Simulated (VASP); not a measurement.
VASP input:

File KPOINTS:
```
Automatic mesh
0
Gamma
8 8 8
0 0 0
```

POSCAR:
```
MgSe
1
    0.0000000000     2.6534410000     2.6884620000
    2.6975910000     0.0000000000     2.6884620000
    2.6975910000     2.6534410000     0.0000000000
Mg Se
1 1
Direct
  0.0000000000   0.0000000000   0.0000000000
  0.4916060000   0.5083940000   0.5083940000
```

### INCAR
```
SYSTEM = MgSe
PREC = Accurate; ENCUT = 400; LREAL = .False.
LASPH = .True.
EDIFF = 1E-6; NELM = 100; ALGO = Normal
LMAXMIX = 4
ISMEAR = 0; SIGMA = 0.05
GGA = PE
ISIF = 2
LWAVE = .False.; LCHARG = .False.
```

POTCAR, in this order: Mg Se (PBE.64 set). Program: vasp_std.

Task: Write an equivalent input for Ansatz.

Result: One equivalent input (not run):
Ansatz 0.2 input:
```yaml
crystal:
  lattice:
    - [0.0000000, 2.6534410, 2.6884620]
    - [2.6975910, 0.0000000, 2.6884620]
    - [2.6975910, 2.6534410, 0.0000000]
  atoms:
    - { symbol: Mg, position: [0.0000000, 0.0000000, 0.0000000] }
    - { symbol: Se, position: [0.4916060, 0.5083940, 0.5083940] }
kpoints:
  mp_grid: { grid: [8, 8, 8] }
hamiltonian:
  xc: pbe
  pseudopotentials: { kind: paw }
scf:
  occupations: { method: gaussian, width: 0.05 }
  max_iter: 100
output: { forces: true, stress: true, eigenvalues: true }
```
The two are equivalent in intent, not identical: each code has its own PAW files, so the cut-off isn't converted (ENCUT is set for VASP's; basis.ecutwfc is left out, and Ansatz then takes the one that its files recommend); Ansatz stops its SCF on the density residual and VASP on the energy change (EDIFF).

The compound is MgSe in the rock salt structure. The cell was not relaxed at this level, atoms are displaced from their ideal sites.
